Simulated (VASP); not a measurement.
Given:

```yaml
crystal:
  lattice:
    - [1.51301, -2.62061, 0.00000]
    - [1.51301, 2.62061, 0.00000]
    - [0.00000, 0.00000, 3.22955]
  atoms:
    - { symbol: Ti, position: [0.00000, 0.00000, 0.00000] }
    - { symbol: B, position: [0.33333, 0.66667, 0.50000] }
    - { symbol: B, position: [0.66667, 0.33333, 0.50000] }
```

Calculation: r2SCAN meta-GGA, VASP's PBE PAW potentials (set 64) (plane waves; VASP). Run with 520 eV cut-off, 13×13×11 Γ-centred mesh, tetrahedra with Blöchl corrections, potentials Ti_sv B.

Problem. Estimate the energy per atom (σ→0), band gap (over mesh and band path) with the smallest direct gap where there is one.

Solution. 
```
Item                                                                   Value
----------------------------------  ----------------------------------------
band gap (over mesh and band path)  none (metal, semimetal or under 0.01 eV)
energy per atom (σ→0)                                        -10.324 eV/atom
```

The absolute energy has meaning only against runs of the same code, potentials and settings.

The compound is TiB2 in the AlB2 type structure. It was relaxed first.
